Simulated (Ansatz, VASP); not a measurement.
# Cross-check of Hf6H2O13 between VASP and Ansatz

One calculation is typed for both programs; each brings its own data sets. How far apart do they land? The cell is taken from a series of runs on this material, whose earlier steps may have relaxed, scaled, displaced or heated it; both programs get it as it stands.

Calculated with Ansatz 0.2.0; plane waves, with VASP 6.6.1 beside it; PBE with D3(BJ), PBE and RPBE with D3(BJ).

### Step 1. Starting point

The cell holds 63 atoms: 18 Hf, 39 O and 6 H. Cell: a = 10.776 Å, b = 10.776 Å, c = 22.312 Å, α = 90.0°, β = 90.0°, γ = 120.0°. It derives from HfO2 (hydroxylated HfO2(111)). Vacuum lies along c.

### Step 2. VASP: single point, PBE with D3(BJ)

With cell and atoms fixed, the geometry can't cause a difference; cores, projectors, grids and the points listed under the comparison can.

Lines of VASP's logs that name or quote its potential files are left out, and so is its time.

File INCAR:

```
SYSTEM = Hf6H2O13
PREC = Accurate
ENCUT = 520
EDIFF = 1E-06
NELM = 120
ISMEAR = -1
SIGMA = 0.025
LREAL = Auto
ALGO = Normal
GGA = PE
IVDW = 12
NBANDS = 256
LASPH = .TRUE.
LORBIT = 11
LWAVE = .FALSE.
LCHARG = .FALSE.
ISIF = 2
GGA_COMPAT = .FALSE.
EFERMI = MIDGAP
NCORE = 2
```

File POSCAR:

```
Hf6H2O13
1.0
   10.7763100000      0.0000000000      0.0000000000
   -5.3881500000      9.3325600000      0.0000000000
    0.0000000000      0.0000000000     22.3122600000
Hf O H
18 39 6
Direct
    0.9910100000      0.0026600000      0.0784600000
    0.2364800000      0.1291300000      0.2031400000
    0.9968400000      0.3343300000      0.0725900000
    0.2172900000      0.4411400000      0.2070000000
    0.9741200000      0.6896300000      0.0960500000
    0.2191900000      0.7587500000      0.2208900000
    0.3077000000      0.9552200000      0.0890800000
    0.5562400000      0.1075800000      0.2092800000
    0.3285800000      0.3265900000      0.0748900000
    0.5573500000      0.4507800000      0.2127600000
    0.3179600000      0.6429600000      0.0765400000
    0.5345600000      0.7596200000      0.2216200000
    0.6468400000      0.9630500000      0.0891300000
    0.8950800000      0.1249400000      0.2045800000
    0.6871900000      0.3655300000      0.0756700000
    0.8814700000      0.4288400000      0.2080300000
    0.6606300000      0.6679500000      0.0675900000
    0.9021600000      0.8184100000      0.2272900000
    0.0076100000      0.0130400000      0.1710700000
    0.2365700000      0.1102000000      0.1050400000
    0.1046400000      0.2139800000      0.0429700000
    0.1220100000      0.2379700000      0.2370200000
    0.9876700000      0.3284700000      0.1671200000
    0.2240100000      0.4362200000      0.1153900000
    0.1322700000      0.5236600000      0.0325000000
    0.0958300000      0.5309800000      0.2418600000
    0.9961900000      0.6994000000      0.1948600000
    0.1923300000      0.7438800000      0.1098800000
    0.0900000000      0.8796700000      0.0489900000
    0.1149800000      0.9768900000      0.2672700000
    0.2811500000      0.9620000000      0.1791200000
    0.5270600000      0.0662700000      0.1191500000
    0.4848400000      0.2874400000      0.0452400000
    0.4459000000      0.2119000000      0.2397600000
    0.3568600000      0.3357400000      0.1664000000
    0.6104000000      0.5098700000      0.1277700000
    0.4428200000      0.5493800000      0.0395400000
    0.4201200000      0.5287600000      0.2453500000
    0.3299700000      0.6663000000      0.1773600000
    0.5626600000      0.7567100000      0.1192000000
    0.4309800000      0.8594400000      0.0474500000
    0.4421800000      0.8973600000      0.2420700000
    0.6747900000      0.9758600000      0.1827500000
    0.8707400000      0.1026700000      0.1078500000
    0.7896200000      0.2640400000      0.0430500000
    0.7753400000      0.2166100000      0.2422900000
    0.6675500000      0.3208100000      0.1663100000
    0.9089200000      0.4806700000      0.1170300000
    0.7895300000      0.5765600000      0.0393600000
    0.7422500000      0.4732400000      0.2607300000
    0.6862800000      0.6891500000      0.2216800000
    0.8586700000      0.7817600000      0.1217800000
    0.7675400000      0.8852100000      0.0383400000
    0.8565700000      0.9708800000      0.2698700000
    0.8901700000      0.7210600000      0.3092500000
    0.1906100000      0.7935100000      0.3060100000
    0.5975200000      0.8127600000      0.3086200000
    0.8303100000      0.7310700000      0.3392500000
    0.7946100000      0.5638800000      0.2866900000
    0.0929000000      0.7429800000      0.3223200000
    0.1583100000      0.9295100000      0.2912500000
    0.5491400000      0.8559900000      0.3293400000
    0.7631500000      0.9239900000      0.2934600000
```

File KPOINTS:

```
Automatic mesh
0
Gamma
1 1 1
0 0 0
```

The projector-augmented-wave data sets are Hf_pv, O and H (PBE family, release 64).

The run is started by

```bash
> mpirun -np 8 vasp_gam
```

Numbers of over 12 decimals in the logs are rounded to 6 here.

The program printed:

```text
[banner, memory and clock lines left out]
running    8 mpi-ranks, on    1 nodes
[...]
LDA part: xc-table for (Slater+PW92), standard interpolation
 POSCAR, INCAR and KPOINTS ok, starting setup
[...]
entering main loop
       N       E                     dE             d eps       ncg     rms          rms(c)
DAV:   1     0.412585111202E+04    0.41259E+04   -0.23641E+05   584   0.147E+03
DAV:   2    -0.177998924300E+03   -0.43039E+04   -0.41953E+04   648   0.387E+02
DAV:   3    -0.675450468435E+03   -0.49745E+03   -0.49400E+03   584   0.125E+02
DAV:   4    -0.691708592642E+03   -0.16258E+02   -0.16210E+02   664   0.238E+01
[...]
DAV:  28    -0.580467327812E+03   -0.31645E-05   -0.93975E-08   392   0.395E-04    0.189E-04
DAV:  29    -0.580467328813E+03   -0.10005E-05   -0.41394E-08   392   0.268E-04    0.121E-04
DAV:  30    -0.580467329143E+03   -0.33007E-06   -0.13061E-08   400   0.209E-04
   1 F= -.58903371E+03 E0= -.58903371E+03  d E =0.000000E+00
```

From OUTCAR (step 2):

```text
 Edisp (eV)   -8.56638

  Total     -63.40658   -30.17774   -13.01102    -3.82820     0.18635     0.03721
  in kB     -45.27208   -21.54680    -9.28982    -2.73332     0.13306     0.02657
  external pressure =      -25.37 kB  Pullay stress =        0.00 kB

 POSITION                                       TOTAL-FORCE (eV/Angst)
 -----------------------------------------------------------------------------------
     10.66510      0.02482      1.75062        -0.008268     -0.129394      0.303591
      1.85261      1.20511      4.53251        -0.157164     -0.261664     -0.026045
      8.94084      3.12015      1.61965        -0.174079      0.209306      0.031178
     -0.03534      4.11697      4.61864         0.046222     -0.025780     -0.130224
      6.78159      6.43601      2.14309        -0.070955     -0.070099      0.003502
     -1.72620      7.08108      4.92856        -0.046848      0.123976     -0.339339
     -1.83100      8.91465      1.98758        -0.044877     -0.135915      0.187225
      5.41456      1.00400      4.66951         0.005559      0.122134     -0.079037
      1.78116      3.04792      1.67097         0.008447     -0.022454      0.064284
      3.57731      4.20693      4.74716         0.042977      0.316463     -0.265347
     -0.03793      6.00046      1.70778        -0.171802     -0.002891     -0.085715
      1.66764      7.08920      4.94484         0.109294     -0.219575     -0.115515
      1.78149      8.98772      1.98869         0.096877     -0.296952      0.350077
      8.97246      1.16601      4.56464         0.192164     -0.068585     -0.266804
[...]
-----------------------------------------------------------------------------------
    total drift:                                0.015666     -0.019879      0.003231

  FREE ENERGIE OF THE ION-ELECTRON SYSTEM (eV)
  ---------------------------------------------------
  free  energy   TOTEN  =      -589.0337129336 eV

  energy  without entropy=     -589.0337129336  energy(sigma->0) =     -589.03371293

[... 2 further parts left out ...]
[key lines of the parts left out:]
E-fermi :  -1.8051
```

Harder data sets than Hf_pv exist (the GW ones), and pressures, volumes and forces can shift noticeably with them.

### Step 3. Ansatz: single point, PBE with D3(BJ)

Ansatz runs on its default PAW (the set named soft_2) files.

The same cell, functional, mesh and smearing now go to Ansatz, which takes its cutoff from its data sets.

File input.yaml:

```yaml
crystal:
  lattice:
    - [10.77631, 0.0, 0.0]
    - [-5.38815, 9.33256, 0.0]
    - [0.0, 0.0, 22.31226]
  atoms:
    - { symbol: Hf, position: [0.99101, 0.00266, 0.07846] }
    - { symbol: O, position: [0.00761, 0.01304, 0.17107] }
    - { symbol: Hf, position: [0.23648, 0.12913, 0.20314] }
    - { symbol: O, position: [0.23657, 0.1102, 0.10504] }
    - { symbol: O, position: [0.10464, 0.21398, 0.04297] }
    - { symbol: O, position: [0.12201, 0.23797, 0.23702] }
    - { symbol: Hf, position: [0.99684, 0.33433, 0.07259] }
    - { symbol: O, position: [0.98767, 0.32847, 0.16712] }
    - { symbol: Hf, position: [0.21729, 0.44114, 0.207] }
    - { symbol: O, position: [0.22401, 0.43622, 0.11539] }
    - { symbol: O, position: [0.13227, 0.52366, 0.0325] }
    - { symbol: O, position: [0.09583, 0.53098, 0.24186] }
    - { symbol: Hf, position: [0.97412, 0.68963, 0.09605] }
    - { symbol: O, position: [0.99619, 0.6994, 0.19486] }
    - { symbol: Hf, position: [0.21919, 0.75875, 0.22089] }
    - { symbol: O, position: [0.19233, 0.74388, 0.10988] }
    - { symbol: O, position: [0.09, 0.87967, 0.04899] }
    - { symbol: O, position: [0.11498, 0.97689, 0.26727] }
    - { symbol: Hf, position: [0.3077, 0.95522, 0.08908] }
    - { symbol: O, position: [0.28115, 0.962, 0.17912] }
    - { symbol: Hf, position: [0.55624, 0.10758, 0.20928] }
    - { symbol: O, position: [0.52706, 0.06627, 0.11915] }
    - { symbol: O, position: [0.48484, 0.28744, 0.04524] }
    - { symbol: O, position: [0.4459, 0.2119, 0.23976] }
    - { symbol: Hf, position: [0.32858, 0.32659, 0.07489] }
    - { symbol: O, position: [0.35686, 0.33574, 0.1664] }
    - { symbol: Hf, position: [0.55735, 0.45078, 0.21276] }
    - { symbol: O, position: [0.6104, 0.50987, 0.12777] }
    - { symbol: O, position: [0.44282, 0.54938, 0.03954] }
    - { symbol: O, position: [0.42012, 0.52876, 0.24535] }
    - { symbol: Hf, position: [0.31796, 0.64296, 0.07654] }
    - { symbol: O, position: [0.32997, 0.6663, 0.17736] }
    - { symbol: Hf, position: [0.53456, 0.75962, 0.22162] }
    - { symbol: O, position: [0.56266, 0.75671, 0.1192] }
    - { symbol: O, position: [0.43098, 0.85944, 0.04745] }
    - { symbol: O, position: [0.44218, 0.89736, 0.24207] }
    - { symbol: Hf, position: [0.64684, 0.96305, 0.08913] }
    - { symbol: O, position: [0.67479, 0.97586, 0.18275] }
    - { symbol: Hf, position: [0.89508, 0.12494, 0.20458] }
    - { symbol: O, position: [0.87074, 0.10267, 0.10785] }
    - { symbol: O, position: [0.78962, 0.26404, 0.04305] }
    - { symbol: O, position: [0.77534, 0.21661, 0.24229] }
    - { symbol: Hf, position: [0.68719, 0.36553, 0.07567] }
    - { symbol: O, position: [0.66755, 0.32081, 0.16631] }
    - { symbol: Hf, position: [0.88147, 0.42884, 0.20803] }
    - { symbol: O, position: [0.90892, 0.48067, 0.11703] }
    - { symbol: O, position: [0.78953, 0.57656, 0.03936] }
    - { symbol: O, position: [0.74225, 0.47324, 0.26073] }
    - { symbol: Hf, position: [0.66063, 0.66795, 0.06759] }
    - { symbol: O, position: [0.68628, 0.68915, 0.22168] }
    - { symbol: Hf, position: [0.90216, 0.81841, 0.22729] }
    - { symbol: O, position: [0.85867, 0.78176, 0.12178] }
    - { symbol: O, position: [0.76754, 0.88521, 0.03834] }
    - { symbol: O, position: [0.85657, 0.97088, 0.26987] }
    - { symbol: O, position: [0.89017, 0.72106, 0.30925] }
    - { symbol: H, position: [0.83031, 0.73107, 0.33925] }
    - { symbol: H, position: [0.79461, 0.56388, 0.28669] }
    - { symbol: O, position: [0.19061, 0.79351, 0.30601] }
    - { symbol: H, position: [0.0929, 0.74298, 0.32232] }
    - { symbol: H, position: [0.15831, 0.92951, 0.29125] }
    - { symbol: O, position: [0.59752, 0.81276, 0.30862] }
    - { symbol: H, position: [0.54914, 0.85599, 0.32934] }
    - { symbol: H, position: [0.76315, 0.92399, 0.29346] }
kpoints:
  mp_grid: { grid: [1, 1, 1] }
hamiltonian:
  xc: pbe
  dispersion: d3bj
scf:
  occupations: { method: fermi_dirac, width: 0.025 }
output:
  forces: true
```

The run is started by

```bash
> ansatz run input.yaml --threads 6 --pin off --max-ram 102400MiB --backend cuda --events-out ev --progress --plain --runs-dir out
```

The program printed:

```text
Engine: ansatz 0.2.0, x86_64-unknown-linux-gnu
Pseudopotentials: kind: paw
Pseudopotential: Hf, paw, valence charge 26, recommended cutoff 420 eV (normal), Hf.paw.azcp
Pseudopotential: O, paw, valence charge 6, recommended cutoff 420 eV (normal), O.paw.azcp
Pseudopotential: H, paw, valence charge 1, recommended cutoff 420 eV (normal), H.paw.azcp
Functional definition: PBE
  parameter kappa = 0.804
  parameter beta = 0.066725
  exchange = pbe_x(kappa = kappa, mu = beta*pi^2/3)
  correlation = pbe_c(beta = beta)
device memory: the entry about to start is reckoned to put 4.8 GiB on a device that reports 50.9 GiB free
GPU FFT provider: cuFFT
GPU libraries: cuBLAS 13.8.2, cuFFT 12.4.0, cuSOLVER 12.3.4
Crystal: 63 atoms, lattice volume = 2243.956 Å³
Basis set: ecut = 420 eV, 43839 PW (Γ), exchange–correlation on 150×150×300 points (8 copies of the dense FFT grid, shifted against one another)
Bands: 417, of which v1, the nominal top of the filled ones, is band 354 counted from 1 (353 counted from 0)
Symmetry: 1 space group operations
Space group: P1 (ITA 1), of the structure as read, at distance tolerance 1.3e-4 Å
k-points: 1
Non-local potential: Hf, projectors of the file, l = 0: 3, l = 1: 2, l = 2: 2, l = 3: 3
Non-local potential: O, projectors of the file, l = 0: 2, l = 1: 2, l = 2: 1
Non-local potential: H, projectors of the file, l = 0: 2, l = 1: 1
PAW form: soft (Blöchl's): semilocal exchange-correlation on the pseudo side does not see the compensation charge
PAW one-centre angular grid: Hf, 590 points (default); XC on 64 Gauss nodes
PAW one-centre angular grid: O, 110 points (default); XC on 64 Gauss nodes
PAW one-centre angular grid: H, 110 points (default); XC on 64 Gauss nodes
Initial density: superposition of atomic densities (neutral atoms: chi_scale 0, normalization atom), corrected by the library's trained network
Initial wavefunctions: pseudopotential atomic-orbital guess
GPU buffer pool allocated for 843750 grid points (all kernels)
GPU transforms: local potential and band sums: pruned to the plane-wave sphere, on 75×75×150
Functional: x = pbe(κ = 0.804, μ = 0.219515), c = pbe(β = 0.066725)
SCF iter   1: F=—  HF=-305305.198020 eV  |F-HF|=—  |Δ(HF+E_count)|=         —  Δρ=2.53e-3  dr2=1.79e-1  ethr=1.77e-3  ⟨swp⟩=5.0  Hψ=1481  notcnv=0  defer=29
preconditioner: auto → Resta (q_TF=auto, 2.251 Å⁻¹)  ε∞=2.4  [insulator: Δε(μ)=4.265 eV  Ē_g=17.182 eV  σ=0.025 eV  W_gap=1.00  n_scr=410 (ndim 8)  ℏωp=20.3 eV  f_vac=0.670  D(μ)=0.00/eV (n_scr^D=0)  ε∞_Penn≈2.4  vacuum switching on, ρ_ref=2.1e-2 e/Å³]
SCF iter   2: F=—  HF=-305305.251244 eV  |F-HF|=—  |Δ(HF+E_count)|=   5.32e-2  Δρ=1.67e-3  dr2=4.51e-2  ethr=2.52e-5  ⟨swp⟩=3.0  Hψ=872  notcnv=0  defer=58
SCF iter   3: F=—  HF=-305305.251767 eV  |F-HF|=—  |Δ(HF+E_count)|=   5.23e-4  Δρ=6.52e-4  dr2=8.60e-3  ethr=6.36e-6  ⟨swp⟩=2.0  Hψ=637  notcnv=0  defer=51
automatic band count: iteration 3 solves 410 bands in place of 417: the levels show a gap, and the empty bands left out lie too high to hold charge; the band table lists the bands solved (type scf.n_extra_bands for more)
SCF iter   4: F=—  HF=-305305.256399 eV  |F-HF|=—  |Δ(HF+E_count)|=   4.63e-3  Δρ=3.18e-4  dr2=2.57e-3  ethr=1.21e-6  ⟨swp⟩=3.0  Hψ=624  notcnv=0  defer=51
SCF iter   5: F=—  HF=-305305.249517 eV  |F-HF|=—  |Δ(HF+E_count)|=   6.88e-3  Δρ=1.17e-4  dr2=2.98e-4  ethr=3.62e-7  ⟨swp⟩=3.0  Hψ=641  notcnv=0  defer=51
SCF iter   6: F=—  HF=-305305.249604 eV  |F-HF|=—  |Δ(HF+E_count)|=   8.67e-5  Δρ=4.59e-5  dr2=3.60e-5  ethr=4.20e-8  ⟨swp⟩=3.0  Hψ=659  notcnv=0  defer=51
SCF iter   7: F=—  HF=-305305.253346 eV  |F-HF|=—  |Δ(HF+E_count)|=   3.74e-3  Δρ=2.14e-5  dr2=8.72e-6  ethr=5.08e-9  ⟨swp⟩=2.0  Hψ=746  notcnv=0  defer=51
SCF iter   8: F=—  HF=-305305.253346 eV  |F-HF|=—  |Δ(HF+E_count)|=   7.45e-7  Δρ=6.01e-6  dr2=6.66e-7  ethr=1.23e-9  ⟨swp⟩=3.0  Hψ=642  notcnv=0  defer=51
SCF iter   9: F=—  HF=-305305.253347 eV  |F-HF|=—  |Δ(HF+E_count)|=   4.41e-7  Δρ=2.72e-6  dr2=1.35e-7  ethr=9.41e-11  ⟨swp⟩=3.0  Hψ=670  notcnv=0  defer=51
SCF iter  10: F=-305305.253347 eV  HF=-305305.253347 eV  |F-HF|=3.10e-8  |Δ(HF+E_count)|=   9.63e-8  Δρ=1.24e-6  dr2=2.55e-8  ethr=1.41e-11  ⟨swp⟩=5.0  Hψ=1496  notcnv=0
SCF 1 converged in 10 iterations: F = -305305.253347 eV  dr2 = 2.55e-8
  greatest PAW one-centre occupation: 0.999 electrons in one spin orbital (limit 2), on the Hf atom at site 50 (counted from 0), in its partial waves of l = 0
SCF converged after 10 iterations
Free energy (F): -305305.253347 eV
Harris-Foulkes:  -305305.253347 eV  (|F-HF|=3.10e-8)
Internal energy: -305305.253347 eV  (E = F + TS)
E sigma→0 (E₀):  -305305.253347 eV
Fermi energy:    1.329309 eV
--- Per-component energies (eV) ---
  E_band       = -10406.048564
  E_kinetic    = 14448.257384
  E_local      = -1015056.099562  (includes V_loc(G=0)·N_el)
  E_nonlocal   = -20498.061496
  E_hartree    = 497467.133166
  E_xc         = -8313.787111
  E_vxc        = -8508.484844  (∫ρ·V_xc dr)
  E_paw        = -130846.887058  (= ΣΔE_a)
  E_vpaw       = 24274.017403  (= ΣTr[D̂ρ^β])
  E_aug_tail   = 0.089293  (compensation charges beyond the density's cutoff)
  E_ewald      = 357502.670340
  E_disp       = -8.568303  (pairwise vdW)
  E_smearing   = -0.000000  (= −TS)
  E_closure    = 0.000000  (closes the sum)
  Σ components = -305305.253347   (vs F -305305.253347, Δ=0.00e0)
--- Forces (eV/Å), atoms counted from 1 ---
  atom   1  Hf     0.01582572    -0.15003651     0.16471223
  atom   2  O      0.06941029     0.10000523    -0.06439573
  atom   3  Hf    -0.13902865    -0.22369999     0.01249159
  atom   4  O     -0.03991433    -0.01096176    -0.03719935
  atom   5  O      0.00062575     0.21477670     0.13554273
  atom   6  O      0.02114067    -0.13435014    -0.12877061
  atom   7  Hf    -0.19171341     0.18203138    -0.07580967
  atom   8  O      0.12176830    -0.06924237    -0.00214665
  atom   9  Hf     0.04517610    -0.02705303    -0.03396392
  atom  10  O      0.02759937    -0.19078216     0.26018860
  atom  11  O      0.03808983    -0.09172333    -0.01824067
  atom  12  O     -0.00541390     0.02540291    -0.13481057
  atom  13  Hf    -0.05904544    -0.07365482    -0.05118549
  atom  14  O      0.14313583    -0.00129982    -0.06866812
  atom  15  Hf    -0.06848964     0.09351677    -0.35111715
  atom  16  O     -0.02126436    -0.07481733     0.09155485
  atom  17  O     -0.06171183     0.13201246     0.12141956
  atom  18  O      0.27230055    -0.11737515     0.07053455
  atom  19  Hf    -0.02318646    -0.07817347     0.00930976
  atom  20  O     -0.05066143    -0.07802329    -0.11488911
  atom  21  Hf    -0.00020435     0.11603992     0.02131436
  atom  22  O     -0.00471617     0.09476306     0.09261728
  atom  23  O     -0.02091275     0.11735962     0.05077596
  atom  24  O      0.07723788    -0.05895396    -0.08023534
[...]
atom  56  H      0.14193152     0.10494651    -0.00318890
  atom  57  H      0.02197272    -0.03483681    -0.03175252
  atom  58  O     -0.22080117    -0.10743368     0.16333342
  atom  59  H      0.13978948    -0.00313188     0.01696055
  atom  60  H     -0.25709439     0.12237410    -0.05757673
  atom  61  O     -0.08995996     0.14842771     0.07912746
  atom  62  H      0.10014598    -0.03517703    -0.02715855
  atom  63  H      0.13597859     0.01399790    -0.08164783
  max |Σ_I F_I| component: 1.70e-5 eV/Å
```

### Step 4. Differences

Known differences besides the potentials themselves: the data sets hold 708 valence electrons in Ansatz (on its default PAW (the set named soft_2) files) and 420 in VASP; the cutoff is 420 eV in Ansatz and 520 eV in VASP (PREC = Accurate, projectors in real space). Total energies have different zeros and are not compared.

The two programs side by side:

| quantity | Ansatz | VASP | difference |
| --- | --- | --- | --- |
| gap on the k mesh (eV) | 4.244 | 4.212 | +0.032 |

Forces on 10 of the 63 atoms, those with the largest forces and the largest differences (eV/Å; atoms numbered as in POSCAR):

```
atom         Ansatz x, y, z            VASP x, y, z
 Hf6  -0.068, 0.094, -0.351   -0.047, 0.124, -0.339
Hf10   0.062, 0.309, -0.145    0.043, 0.316, -0.265
Hf13   0.058, -0.231, 0.204    0.097, -0.297, 0.350
Hf14  0.185, -0.051, -0.214   0.192, -0.069, -0.267
Hf18   0.221, 0.183, -0.157    0.224, 0.222, -0.104
 O38   0.054, 0.112, -0.217    0.039, 0.123, -0.328
 O39    0.140, 0.265, 0.350     0.133, 0.235, 0.404
 O54  -0.251, -0.126, 0.099  -0.170, -0.091, -0.115
 O56  -0.221, -0.107, 0.163  -0.119, -0.091, -0.047
 O57   -0.090, 0.148, 0.079   -0.034, 0.082, -0.130
```

The forces differ by 68 meV/Å r.m.s., which is 52.2 % of the r.m.s. force of 0.131 eV/Å (both taken over all components). A gap on the mesh is an upper bound, since the band edges may lie between its points; neither run holds spin-orbit coupling, which can move the band edges of a compound of Hf. Where the cell holds vacuum, a pressure given here is an average over it and none of the material.

[end of part 1 of 3]

[Lines on the potential files, build, host, timing and source positions are cut from VASP's logs without a mark.]

[Logs are printed without paths, hosts, clocks, repeated set-up lines and the standing remarks that a program may print on its own settings, such as how far it seeks lower states.]

[Hosts, paths, dates, database ids (printed as entryN), source tags and the programs' standing remarks are cut or masked in the printed files.]
